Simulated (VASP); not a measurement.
## Titanium under strain

Aim: follow the pressure of Titanium through compression, expansion and shear. All runs use PBEsol. Left out of this account: 1 further run (self-consistent run: a reference on another mesh). This is not the structure that Ti takes at ambient conditions. The start is a cell from a database of measured crystal structures.

Main program and level: VASP 6.6.1; PBEsol; plane waves and PAW (Ti_sv).

**1. The starting structure**

It takes space group Im-3m (No. 229, cubic). The conventional cell has a = 3.282 Å, b = 3.282 Å, c = 3.282 Å, α = 90.00°, β = 90.00°, γ = 90.00°. Nearest to Ti lie 8 Ti at 2.84 Å.

Structure file:

```
Ti
1.0
    -1.64100    1.64100    1.64100
     1.64100   -1.64100    1.64100
     1.64100    1.64100   -1.64100
Ti
1
Direct
  0.00000 0.00000 0.00000
```

**2. Bands, cell as listed**

The mesh alone shows little of the dispersion and can miss band extrema, so KPOINTS_OPT adds a path through the symmetry points after the self-consistent cycle. PBEsol restores the gradient expansion of exchange and is tuned for the cells of solids.

Contents of INCAR:

```
SYSTEM = Ti
PREC = Accurate
ENCUT = 400
EDIFF = 1E-06
NELM = 100
ISMEAR = -1
SIGMA = 0.05
LREAL = .FALSE.
ALGO = Normal
GGA = PS
NBANDS = 17
LASPH = .TRUE.
LORBIT = 11
LWAVE = .FALSE.
LCHARG = .FALSE.
KPAR = 2
```

Contents of POSCAR:

```
Ti
1.0
   -1.6410000000      1.6410000000      1.6410000000
    1.6410000000     -1.6410000000      1.6410000000
    1.6410000000      1.6410000000     -1.6410000000
Ti
1
Direct
    0.0000000000      0.0000000000      0.0000000000
```

Contents of KPOINTS:

```
Automatic mesh
0
Gamma
16 16 16
0 0 0
```

Contents of KPOINTS_OPT:

```
Line mode
16
Line-mode
Reciprocal
  0.00000000   0.00000000   0.00000000 GAMMA
  0.50000000  -0.50000000   0.50000000 H

  0.50000000  -0.50000000   0.50000000 H
  0.00000000   0.00000000   0.50000000 N

  0.00000000   0.00000000   0.50000000 N
  0.00000000   0.00000000   0.00000000 GAMMA

  0.00000000   0.00000000   0.00000000 GAMMA
  0.25000000   0.25000000   0.25000000 P

  0.25000000   0.25000000   0.25000000 P
  0.50000000  -0.50000000   0.50000000 H

  0.25000000   0.25000000   0.25000000 P
  0.00000000   0.00000000   0.50000000 N
```

Potentials, in the order of the species: Ti_sv (PBE family, release 64).

Started as:

```console
> mpirun -np 2 vasp_std
```

The program printed:

```text
[banner, memory and clock lines left out]
running    2 mpi-ranks, on    1 nodes
 distrk:  each k-point on    1 cores,    2 groups
 distr:  one band on    1 cores,    1 groups

 POSCAR found type information on POSCAR Ti
 POSCAR found :  1 types and       1 ions
|                                                                             |
|               ----> ADVICE to this user running VASP <----                  |
|                                                                             |
|     You enforced a specific xc type in the INCAR file but a different       |
|     [... a line on the potential file left out ...]
|     I HOPE YOU KNOW WHAT YOU ARE DOING!                                     |
|                                                                             |

 LDA part: xc-table for (Slater+PW92), standard interpolation
 POSCAR, INCAR and KPOINTS ok, starting setup
 FFT: planning ... GRIDC
 FFT: planning ... GRID_SOFT
 FFT: planning ... GRID
 WAVECAR not read
 entering main loop
       N       E                     dE             d eps       ncg     rms          rms(c)
DAV:   1     0.792735711964E+02    0.79274E+02   -0.48992E+03  5074   0.718E+02
DAV:   2    -0.592484512857E+01   -0.85198E+02   -0.81425E+02  5321   0.210E+02
DAV:   3    -0.937790535605E+01   -0.34531E+01   -0.34309E+01  5618   0.456E+01
DAV:   4    -0.943300109300E+01   -0.55096E-01   -0.55062E-01  5596   0.532E+00
DAV:   5    -0.943386407948E+01   -0.86299E-03   -0.86293E-03  5617   0.581E-01    0.854E+00
DAV:   6    -0.821083015877E+01    0.12230E+01   -0.15378E+00  5182   0.168E+01    0.191E+00
DAV:   7    -0.820667811044E+01    0.41520E-02   -0.91646E-02  6117   0.202E+00    0.130E+00
DAV:   8    -0.821423463565E+01   -0.75565E-02   -0.48911E-02  5032   0.221E+00    0.315E-01
DAV:   9    -0.821282783367E+01    0.14068E-02   -0.37459E-03  5715   0.714E-01    0.915E-02
DAV:  10    -0.821296225735E+01   -0.13442E-03   -0.24817E-04  5388   0.109E-01    0.153E-02
DAV:  11    -0.821296278013E+01   -0.52278E-06   -0.11481E-05  5858   0.195E-02    0.743E-03
DAV:  12    -0.821296296662E+01   -0.18649E-06   -0.16205E-06  6465   0.108E-02
   1 F= -.82129630E+01 E0= -.82035805E+01  d E =-.187650E-01
 Start KPOINTS_OPT (optional k-point list driver)
k-point batch [1-96\96]
       N       E                     dE             ncg
DAV:   1    -0.112777795635E+05   -0.50329E+05     3328
DAV:   2    -0.196563990845E+05   -0.83786E+04     3623
DAV:   3    -0.199892355274E+05   -0.33284E+03     3814
DAV:   4    -0.199938194806E+05   -0.45840E+01     3741
DAV:   5    -0.199938928912E+05   -0.73411E-01     3790
DAV:   6    -0.199938945155E+05   -0.16243E-02     3950
DAV:   7    -0.199938945632E+05   -0.47692E-04     3516
DAV:   8    -0.199938945648E+05   -0.16117E-05     2801
DAV:   9    -0.199938945649E+05   -0.92914E-07     2053
```

Wall time 19 s (2 MPI ranks of AMD EPYC 7R43, shared host); peak memory 0.25 GiB; 38 s of CPU time.

Lines that name or quote the potential files are left out of all logs, and their timing lines are given in words.

OUTCAR, selected parts (step 2):

```text
ion  position               nearest neighbor table
   1  0.000  0.000  0.000-

  LATTYP: Found a body centered cubic cell.
 ALAT       =     3.2820000000

 Subroutine GETGRP returns: Found 48 space group operations
 (whereof 48 operations were pure point group operations)

The static configuration has the point symmetry O_h .

 Found    145 irreducible k-points:

   k-points           NKPTS =    145   k-points in BZ     NKDIM =    145   number of bands    NBANDS=     17

   dimension x,y,z NGX =    20 NGY =   20 NGZ =   20
   dimension x,y,z NGXF=    40 NGYF=   40 NGZF=   40

   ENCUT  =  400.0 eV  29.40 Ry    5.42 a.u.   4.64  4.64  4.64*2*pi/ulx,y,z

   NELECT =      12.0000    total number of electrons

 k-points in reciprocal lattice and weights: Automatic mesh
   0.00000000  0.00000000  0.00000000       0.000
   0.06250000  0.00000000  0.00000000       0.003
   0.12500000  0.00000000  0.00000000       0.003
   0.18750000  0.00000000  0.00000000       0.003
   0.25000000  0.00000000  0.00000000       0.003
   0.31250000  0.00000000  0.00000000       0.003
   0.37500000  0.00000000  0.00000000       0.003
   0.43750000  0.00000000  0.00000000       0.003
   0.50000000  0.00000000  0.00000000       0.001
[...]
0.50000000  0.50000000  0.43750000       0.003
   0.50000000  0.50000000  0.50000000       0.000

 average (electrostatic) potential at core
       1 -72.4426

 E-fermi :   7.7827

 k-point     1 :       0.0000    0.0000    0.0000
  band No.  band energies     occupation
      1     -48.5399      2.00000
      2     -24.5187      2.00000
      3     -24.5187      2.00000
      4     -24.5187      2.00000
      5       1.8918      2.00000
      6       8.7512      0.00000
      7       8.7512      0.00000
      8       8.7512      0.00000
      9      10.4861      0.00000
     10      10.4861      0.00000
    ...

 k-point     2 :       0.0625    0.0000    0.0000
  band No.  band energies     occupation
      1     -48.5351      2.00000
      2     -24.5442      2.00000
      3     -24.5266      2.00000
      4     -24.5188      2.00000
      5       2.0234      2.00000
      6       8.6914      0.00000
      7       8.7349      0.00000
      8       8.8467      0.00000
      9      10.4162      0.00000
     10      10.4896      0.00000
    ...

 k-point     3 :       0.1250    0.0000    0.0000
  band No.  band energies     occupation
      1     -48.5220      2.00000
      2     -24.6165      2.00000
      3     -24.5490      2.00000
      4     -24.5192      2.00000
      5       2.4053      2.00000
      6       8.5254      0.00000
      7       8.6588      0.00000
      8       9.1260      0.00000
      9      10.2681      0.00000
     10      10.5026      0.00000
    ...

  Total       -0.8373413     -0.8373413     -0.8373413     -0.0000000     -0.0000000     -0.0000000
  in kB      -75.8974843    -75.8974843    -75.8974843     -0.0000000     -0.0000000     -0.0000000
  external PRESSURE =     -75.8974843 kB  Pullay stress =       0.0000000 kB

  energy-cutoff  :      400.00
  volume of cell :       17.68
      direct lattice vectors                 reciprocal lattice vectors
    -1.641000000  1.641000000  1.641000000     0.000000000  0.304692261  0.304692261
     1.641000000 -1.641000000  1.641000000     0.304692261  0.000000000  0.304692261
     1.641000000  1.641000000 -1.641000000     0.304692261  0.304692261  0.000000000

 POSITION                                       TOTAL-FORCE (eV/Angst)
 -----------------------------------------------------------------------------------
      0.00000      0.00000      0.00000        -0.000000     -0.000000      0.000000
 -----------------------------------------------------------------------------------
    total drift:                                0.000000     -0.000000      0.000000

  FREE ENERGIE OF THE ION-ELECTRON SYSTEM (eV)
  ---------------------------------------------------
  free  energy   TOTEN  =        -8.2129629666 eV

  energy  without entropy=       -8.1941979494  energy(sigma->0) =       -8.20358046

 total charge
# of ion       s       p       d       tot
------------------------------------------
    1        2.239   6.108   1.900  10.246

[... 3 further parts left out ...]
```

The PAW data sets were made with PBE, which is usual practice but a small mismatch for other functionals. At this level the cell is under a tension of 7.6 GPa, so at these settings it is away from equilibrium.

Numbers from this step:

```yaml
scf_cycles: 12
electrons: 12
bands: 17
irreducible_k_points: 145
symmetry_operations: 48
free_energy_toten: -8.213 eV
energy_at_zero_smearing: -8.204 eV
fermi_energy: 7.783 eV
pressure: -7.590 GPa
metallic: yes
```

Electronic bands along the path, in eV, zero at the Fermi level; # counts the bands kept, so #1 is VASP's band 5:

```
          point     #1     #2     #3    #4    #5    #6
              Γ  -5.89   0.97   0.97  0.97  2.70  2.70
0.53 of the way  -2.35  -0.18   1.38  1.38  2.46  3.62
              H  -2.04  -2.04   3.85  3.85  3.85  8.21
0.47 of the way  -1.50  -1.13   1.40  1.91  4.00  6.23
              N  -2.41  -0.39   1.10  2.68  3.03  4.20
0.47 of the way  -3.83   0.17   0.39  2.44  2.52  2.82
              Γ  -5.89   0.97   0.97  0.97  2.70  2.70
0.47 of the way  -3.50   0.00   0.00  2.69  2.69  3.12
              P  -0.60  -0.60  -0.60  3.09  3.09  8.94
0.53 of the way  -0.95  -0.95  -0.01  2.99  2.99  7.95
              H  -2.04  -2.04   3.85  3.85  3.85  8.21
      jump to P  -0.60  -0.60  -0.60  3.09  3.09  8.94
0.47 of the way  -1.51  -0.60   0.10  2.90  3.06  6.08
              N  -2.41  -0.39   1.10  2.68  3.03  4.20
```

The electronic bands as a text plot (rows in eV, shown from -5.9 to 2.6 only):

```
    2.4 | *    * *          *   *****     *
    2.1 |  *  *         * **      *      *
    1.7 |   **  *       **         *                    *
    1.4 |  **  *                    *   *
    1.0 |******          *   **     ****               *        *
    0.6 |    *              *  *  ***   *             *        *
    0.3 |     *           *     ***      **                   *
   -0.1 |      *           *    *          *                 *
   -0.4 |                 * ****            *  * *** *     ** ***
   -0.8 |       *        *                   *****  **     ***
   -1.1 |                                    *    **  *     *
   -1.5 |        *      **                             **    *
   -1.8 |       ****  **  **                             *    *
   -2.2 |      *    **      *               *             *    *
   -2.5 |                    ***                                *
   -2.9 |     *                            *
   -3.2 |                       *
   -3.6 |    *
   -3.9 |                        *        *
   -4.3 |
   -4.7 |   *                     *      *
   -5.0 |                          *
   -5.4 |  *                            *
   -5.7 |**                         ****
         Γ           H       N        Γ         P        H|P    N
```

There is no gap at this level.

**3. Bands, volume times 1.04**

The cell is expanded evenly, with fractional positions held.

INCAR is that of step 2.

Contents of POSCAR:

```
Ti
1.0
   -1.6625945817      1.6625945817      1.6625945817
    1.6625945817     -1.6625945817      1.6625945817
    1.6625945817      1.6625945817     -1.6625945817
Ti
1
Direct
    0.0000000000      0.0000000000      0.0000000000
```

KPOINTS is that of step 2.

KPOINTS_OPT is that of step 2.

Started as:

```console
> mpirun -np 2 vasp_std
```

The program printed:

```text
[banner, memory and clock lines left out]
running    2 mpi-ranks, on    1 nodes
 distrk:  each k-point on    1 cores,    2 groups
 distr:  one band on    1 cores,    1 groups

 POSCAR found type information on POSCAR Ti
 POSCAR found :  1 types and       1 ions
 [... a notice as in an earlier step ...]

 LDA part: xc-table for (Slater+PW92), standard interpolation
 POSCAR, INCAR and KPOINTS ok, starting setup
 FFT: planning ... GRIDC
 FFT: planning ... GRID_SOFT
 FFT: planning ... GRID
 WAVECAR not read
 entering main loop
       N       E                     dE             d eps       ncg     rms          rms(c)
DAV:   1     0.810724279373E+02    0.81072E+02   -0.49753E+03  4986   0.707E+02
DAV:   2    -0.588846575830E+01   -0.86961E+02   -0.83163E+02  5308   0.211E+02
DAV:   3    -0.941696788513E+01   -0.35285E+01   -0.34995E+01  5682   0.454E+01
DAV:   4    -0.947592898545E+01   -0.58961E-01   -0.58915E-01  5692   0.554E+00
DAV:   5    -0.947686322591E+01   -0.93424E-03   -0.93418E-03  5594   0.615E-01    0.830E+00
DAV:   6    -0.817414638959E+01    0.13027E+01   -0.17666E+00  5112   0.172E+01    0.180E+00
DAV:   7    -0.817112130020E+01    0.30251E-02   -0.90618E-02  6015   0.184E+00    0.127E+00
DAV:   8    -0.817707554340E+01   -0.59542E-02   -0.45743E-02  5070   0.215E+00    0.297E-01
DAV:   9    -0.817576036621E+01    0.13152E-02   -0.33410E-03  5721   0.679E-01    0.873E-02
DAV:  10    -0.817588203512E+01   -0.12167E-03   -0.23511E-04  5399   0.111E-01    0.126E-02
DAV:  11    -0.817588245834E+01   -0.42322E-06   -0.10626E-05  5921   0.215E-02    0.738E-03
DAV:  12    -0.817588254599E+01   -0.87650E-07   -0.16688E-06  6498   0.113E-02
   1 F= -.81758825E+01 E0= -.81656596E+01  d E =-.204458E-01
 Start KPOINTS_OPT (optional k-point list driver)
k-point batch [1-96\96]
       N       E                     dE             ncg
DAV:   1    -0.120854907784E+05   -0.51596E+05     3312
DAV:   2    -0.205734808619E+05   -0.84880E+04     3522
DAV:   3    -0.209162109004E+05   -0.34273E+03     3886
DAV:   4    -0.209210366185E+05   -0.48257E+01     3753
DAV:   5    -0.209211147386E+05   -0.78120E-01     3877
DAV:   6    -0.209211164986E+05   -0.17600E-02     3806
DAV:   7    -0.209211165529E+05   -0.54281E-04     3737
DAV:   8    -0.209211165548E+05   -0.18880E-05     2730
DAV:   9    -0.209211165549E+05   -0.10008E-06     2113
```

The job ended after 17 s (2 MPI ranks; peak memory 0.25 GiB; 34 s of CPU time).

Parts of OUTCAR (step 3):

```text
  LATTYP: Found a body centered cubic cell.
 ALAT       =     3.3251891634

The static configuration has the point symmetry O_h .

 Found    145 irreducible k-points:

   ENCUT  =  400.0 eV  29.40 Ry    5.42 a.u.   4.70  4.70  4.70*2*pi/ulx,y,z

   NELECT =      12.0000    total number of electrons

 E-fermi :   7.3889

 k-point     1 :       0.0000    0.0000    0.0000
  band No.  band energies     occupation
      1     -49.0132      2.00000
      2     -25.0330      2.00000
      3     -25.0330      2.00000
      4     -25.0330      2.00000
      5       1.5883      2.00000
      6       8.3216      0.00000
      7       8.3216      0.00000
      8       8.3216      0.00000
      9       9.9733      0.00000
     10       9.9733      0.00000
    ...

 k-point     2 :       0.0625    0.0000    0.0000
  band No.  band energies     occupation
      1     -49.0096      2.00000
      2     -25.0554      2.00000
      3     -25.0400      2.00000
      4     -25.0331      2.00000
      5       1.7137      2.00000
      6       8.2652      0.00000
      7       8.3061      0.00000
      8       8.4119      0.00000
      9       9.9079      0.00000
     10       9.9762      0.00000
    ...

  Total       -1.2334333     -1.2334333     -1.2334333      0.0000000      0.0000000      0.0000000
  in kB     -107.4996849   -107.4996849   -107.4996849      0.0000000      0.0000000      0.0000000
  external PRESSURE =    -107.4996849 kB  Pullay stress =       0.0000000 kB

  energy-cutoff  :      400.00
  volume of cell :       18.38
      direct lattice vectors                 reciprocal lattice vectors
    -1.662594582  1.662594582  1.662594582     0.000000000  0.300734771  0.300734771
     1.662594582 -1.662594582  1.662594582     0.300734771  0.000000000  0.300734771
     1.662594582  1.662594582 -1.662594582     0.300734771  0.300734771  0.000000000

 POSITION                                       TOTAL-FORCE (eV/Angst)
 -----------------------------------------------------------------------------------
      0.00000      0.00000      0.00000         0.000000      0.000000     -0.000000
 -----------------------------------------------------------------------------------
    total drift:                               -0.000000     -0.000000      0.000000

  FREE ENERGIE OF THE ION-ELECTRON SYSTEM (eV)
  ---------------------------------------------------
  free  energy   TOTEN  =        -8.1758825460 eV

  energy  without entropy=       -8.1554367282  energy(sigma->0) =       -8.16565964

 total charge
# of ion       s       p       d       tot
------------------------------------------
    1        2.231   6.102   1.871  10.203

[... 4 parts as in an earlier step ...]

[... 6 further parts left out ...]
```

This step gave:

| Quantity | Value |
| --- | --- |
| free energy (TOTEN) | -8.176 eV |
| energy at zero smearing | -8.166 eV |
| Fermi energy | 7.389 eV |
| pressure | -10.75 GPa |

Electronic bands along the path, in eV, zero at the Fermi level; # counts the bands kept, so #1 is VASP's band 5:

```csv
point,#1,#2,#3,#4,#5,#6
Γ,-5.80,0.93,0.93,0.93,2.58,2.58
0.47 of the way,-2.90,0.33,1.12,1.12,2.07,3.25
H,-1.92,-1.92,3.66,3.66,3.66,7.91
0.47 of the way,-1.42,-1.08,1.34,1.82,3.81,5.95
N,-2.32,-0.35,0.99,2.56,2.89,3.99
0.47 of the way,-3.80,0.18,0.38,2.33,2.40,2.69
Γ,-5.80,0.93,0.93,0.93,2.58,2.58
0.47 of the way,-3.48,0.02,0.02,2.57,2.57,2.97
P,-0.59,-0.59,-0.59,2.94,2.94,8.59
0.53 of the way,-0.90,-0.90,-0.01,2.85,2.85,7.60
H,-1.92,-1.92,3.66,3.66,3.66,7.91
jump to P,-0.59,-0.59,-0.59,2.94,2.94,8.59
0.47 of the way,-1.45,-0.57,0.06,2.76,2.92,5.80
N,-2.32,-0.35,0.99,2.56,2.89,3.99
```

The electronic bands as a text plot (rows in eV, shown from -5.8 to 2.5 only):

```
    2.3 | *    * *          *   *****     *
    2.0 |  * **         * **      *      *
    1.6 |   *   *       **         *                    *
    1.3 |  ** **                    *  **              *
    0.9 |*****           *   *      *****                       *
    0.6 |                   * **  **     *            *        *
    0.2 |     *           **    **        *                   *
   -0.1 |      *          ***  **          *                 *
   -0.5 |       *            **             **********     ******
   -0.8 |                *                    *  *****      *
   -1.1 |        *      *                    *        *      *
   -1.5 |        **    ***                             **
   -1.8 |       * *****   **                             **   *
   -2.2 |      *            **              *                  **
   -2.5 |                     **
   -2.9 |     *                 *          *
   -3.2 |
   -3.6 |    *
   -3.9 |                        *        *
   -4.2 |
   -4.6 |   *                     *      *
   -4.9 |                          *
   -5.3 |  *                            *
   -5.6 |**                         ****
         Γ           H       N        Γ         P        H|P    N
```

 The pressure is -10.75 GPa.

Of the bands kept, 2 cross the Fermi level on this path.

(Part 1 of 3 ends here.)

[Lines on the potential files, build, host, timing and source positions are cut from VASP's logs without a mark.]

[Logs are printed without paths, hosts, clocks, repeated set-up lines and the standing remarks that a program may print on its own settings, such as how far it seeks lower states.]

[Hosts, paths, dates, database ids (printed as entryN), source tags and the programs' standing remarks are cut or masked in the printed files.]

[A measured line is paired with the nearest computed mode of its activity, which favours agreement.]
